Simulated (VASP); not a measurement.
Method: PBEsol GGA, VASP's PBE PAW potentials (set 64) (plane waves; VASP).

Input for VASP

**INCAR**
```
SYSTEM  =  HfN
PREC  =  Normal; ENCUT  =  450; LREAL  =  .FALSE.
LASPH  =  .TRUE.
EDIFF  =  1E-5; NELM  =  100; NELMIN  =  4
ALGO  =  Fast; LMAXMIX  =  6
ISMEAR  =  1; SIGMA  =  0.1
GGA  =  PS
IBRION  =  2; NSW  =  20; ISIF  =  2
EDIFFG  =  -0.03
LWAVE  =  .FALSE.; LCHARG  =  .FALSE.
```

**KPOINTS**
```
Automatic
0
Gamma
16 16 16
```

File POSCAR:
```
HfN
1
   -0.0000000000     2.2452269464     2.2452269464
    2.2452269464    -0.0000000000     2.2452269464
    2.2452269464     2.2452269464    -0.0000000000
Hf N
1 1
Direct
  0.0000000000   0.0000000000   0.0000000000
  0.5000000000   0.5000000000   0.5000000000
```

POTCAR, in this order: Hf_pv N (PBE.64 set). Program: vasp_std.

Output of the run:

File OSZICAR:
```
       N       E                     dE             d eps       ncg     rms          rms(c)
DAV:   1     0.331693692916E+02    0.33169E+02   -0.75769E+03  3198   0.115E+03
DAV:   2    -0.236897922122E+02   -0.56859E+02   -0.53382E+02  4199   0.234E+02
DAV:   3    -0.257032830586E+02   -0.20135E+01   -0.19921E+01  4078   0.378E+01
DAV:   4    -0.257209993495E+02   -0.17716E-01   -0.17623E-01  3831   0.349E+00
DAV:   5    -0.257213114761E+02   -0.31213E-03   -0.31164E-03  4117   0.318E-01    0.524E+01
RMM:   6    -0.230129537712E+02    0.27084E+01   -0.93247E+00  3190   0.183E+01    0.412E+01
RMM:   7    -0.230040068498E+02    0.89469E-02   -0.10945E+00  3216   0.884E+00    0.238E+01
RMM:   8    -0.230010488629E+02    0.29580E-02   -0.17660E-01  3192   0.320E+00    0.277E+00
RMM:   9    -0.229998915766E+02    0.11573E-02   -0.68895E-02  3235   0.171E+00    0.143E+00
RMM:  10    -0.229986475975E+02    0.12440E-02   -0.69424E-03  3212   0.749E-01    0.326E-01
RMM:  11    -0.229987469009E+02   -0.99303E-04   -0.14535E-03  3280   0.227E-01    0.603E-02
RMM:  12    -0.229987761210E+02   -0.29220E-04   -0.26854E-04  3092   0.972E-02    0.140E-01
RMM:  13    -0.229987605951E+02    0.15526E-04   -0.89414E-05  2834   0.651E-02    0.223E-02
RMM:  14    -0.229987612789E+02   -0.68379E-06   -0.13186E-05  2176   0.270E-02
   1 F= -.22998761E+02 E0= -.22998650E+02  d E =-.229988E+02
```

OUTCAR:
```
------------------------ aborting loop because EDIFF is reached ----------------------------------------
  FORCE on cell =-STRESS in cart. coord.  units (eV):
  Direction    XX          YY          ZZ          XY          YZ          ZX
  --------------------------------------------------------------------------------------
  Total       -0.1029061     -0.1029061     -0.1029061      0.0000000      0.0000000      0.0000000
  in kB       -7.2835115     -7.2835115     -7.2835115      0.0000000      0.0000000      0.0000000
  external PRESSURE =      -7.2835115 kB  Pullay stress =       0.0000000 kB
  volume of cell :       22.64
      direct lattice vectors                 reciprocal lattice vectors
     0.000000000  2.245226946  2.245226946    -0.222694637  0.222694637  0.222694637
     2.245226946  0.000000000  2.245226946     0.222694637 -0.222694637  0.222694637
     2.245226946  2.245226946  0.000000000     0.222694637  0.222694637 -0.222694637
 POSITION                                       TOTAL-FORCE (eV/Angst)
 -----------------------------------------------------------------------------------
      0.00000      0.00000      0.00000         0.000000     -0.000000     -0.000000
      2.24523      2.24523      2.24523        -0.000000      0.000000      0.000000
 -----------------------------------------------------------------------------------
    total drift:                                0.000000      0.000000      0.000000
  FREE ENERGIE OF THE ION-ELECTRON SYSTEM (eV)
  ---------------------------------------------------
  free  energy   TOTEN  =       -22.9987612789 eV

  energy  without entropy=      -22.9984273263  energy(sigma->0) =      -22.99864996

 reached required accuracy - stopping structural energy minimisation
```
(Selected blocks of OUTCAR.)

At this cut-off the stress carries a Pulay error, which pulls relaxed volumes low.

The compound is HfN in the rock salt structure. It was relaxed first. The electron count is odd and the run is not spin-polarised, which forces a metal.
